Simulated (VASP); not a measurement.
Consider the following.

```yaml
crystal:
  lattice:
    - [3.86494, 0.00000, 0.00000]
    - [0.00000, 3.86494, 0.00000]
    - [0.00000, 0.00000, 5.42938]
  atoms:
    - { symbol: Al, position: [0.50000, 0.50000, 0.50000] }
    - { symbol: Ga, position: [0.00000, 0.00000, 0.00000] }
    - { symbol: P, position: [0.00000, 0.50000, 0.24982] }
    - { symbol: P, position: [0.50000, 0.00000, 0.75018] }
```

Level of theory: PBEsol GGA with spin-orbit coupling, VASP's PBE PAW potentials (set 64) (plane waves; VASP 6.6.1). Settings: 400 eV cut-off, 5×5×4 Γ-centred mesh, Gaussian smearing of 0.050 eV, potentials Al Ga_d P.

The path is coarsely sampled, so an indirect gap can come out somewhat too large.

Give the energies of bands 19 to 32 at the high-symmetry points, in eV from the valence-band maximum.

```json
[
 {"band": "19", "Γ": "-2.46", "X": "-3.18", "M": "-2.46", "Z": "-1.68", "R": "-1.02", "A": "-3.56"},
 {"band": "20", "Γ": "-2.46", "X": "-3.18", "M": "-2.46", "Z": "-1.68", "R": "-1.02", "A": "-3.56"},
 {"band": "21", "Γ": "-0.08", "X": "-3.14", "M": "-2.43", "Z": "-1.67", "R": "-0.99", "A": "-3.33"},
 {"band": "22", "Γ": "-0.08", "X": "-3.14", "M": "-2.43", "Z": "-1.67", "R": "-0.99", "A": "-3.33"},
 {"band": "23", "Γ": "-0.01", "X": "-1.08", "M": "-2.41", "Z": "-1.42", "R": "-0.95", "A": "-3.20"},
 {"band": "24", "Γ": "-0.01", "X": "-1.08", "M": "-2.41", "Z": "-1.42", "R": "-0.95", "A": "-3.20"},
 {"band": "25", "Γ": "0.00", "X": "-1.07", "M": "-2.37", "Z": "-1.39", "R": "-0.88", "A": "-3.18"},
 {"band": "26", "Γ": "0.00", "X": "-1.07", "M": "-2.37", "Z": "-1.39", "R": "-0.88", "A": "-3.18"},
 {"band": "27", "Γ": "1.50", "X": "3.26", "M": "1.46", "Z": "2.17", "R": "1.66", "A": "4.41"},
 {"band": "28", "Γ": "1.50", "X": "3.26", "M": "1.46", "Z": "2.17", "R": "1.66", "A": "4.41"},
 {"band": "29", "Γ": "1.72", "X": "3.43", "M": "1.47", "Z": "2.53", "R": "2.66", "A": "4.41"},
 {"band": "30", "Γ": "1.72", "X": "3.43", "M": "1.47", "Z": "2.53", "R": "2.66", "A": "4.41"},
 {"band": "31", "Γ": "2.75", "X": "5.76", "M": "1.56", "Z": "3.81", "R": "4.46", "A": "5.13"},
 {"band": "32", "Γ": "2.75", "X": "5.77", "M": "1.56", "Z": "3.81", "R": "4.47", "A": "5.13"}
]
```

The gap is indirect, 1.46 eV, from the valence maximum at Γ to the conduction minimum at Γ-Z at 0.25.

The structure comes from a computed database's AlGaP2 entry (P-4m2); how it stands against other phases isn't given here. It was relaxed first.
